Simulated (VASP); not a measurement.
```yaml
crystal:
  lattice:
    - [-3.23718, 3.23718, 6.33273]
    - [3.23718, -3.23718, 6.33273]
    - [3.23718, 3.23718, -6.33273]
  atoms:
    - { symbol: Rb, position: [0.75000, 0.25000, 0.50000] }
    - { symbol: Rb, position: [0.25000, 0.75000, 0.50000] }
    - { symbol: Rb, position: [0.50000, 0.50000, 0.00000] }
    - { symbol: Li, position: [0.00000, 0.00000, 0.00000] }
```

These are PBEsol GGA, VASP's PBE PAW potentials (set 64) (plane waves; VASP 6.6.1) values and carry that method's errors. Settings: 520 eV cut-off, Gaussian smearing of 0.050 eV, potentials Rb_sv Li_sv.

**Question.** Give the energies of bands 14 to 18 at the high-symmetry points, in eV from the Fermi level.

**Answer.** 
```
band      Γ      X      P      N      M      S      R
----  -----  -----  -----  -----  -----  -----  -----
14    -2.29  -0.50  -0.48  -1.03  -1.22  -0.83  -0.55
15     0.78  -0.37  -0.13  -1.00  -1.21  -0.66  -0.24
16     0.84   0.26  -0.13   0.45   0.52  -0.64  -0.14
17     1.27   0.49   0.12   0.96   1.13   1.20  -0.05
18     1.27   0.62   1.04   1.28   1.41   1.31   1.11
```

It has no gap at this level: it comes out as a metal or semimetal.

The structure comes from a computed database's Rb3Li entry (I4/mmm); how it stands against other phases isn't given here. It was relaxed first.
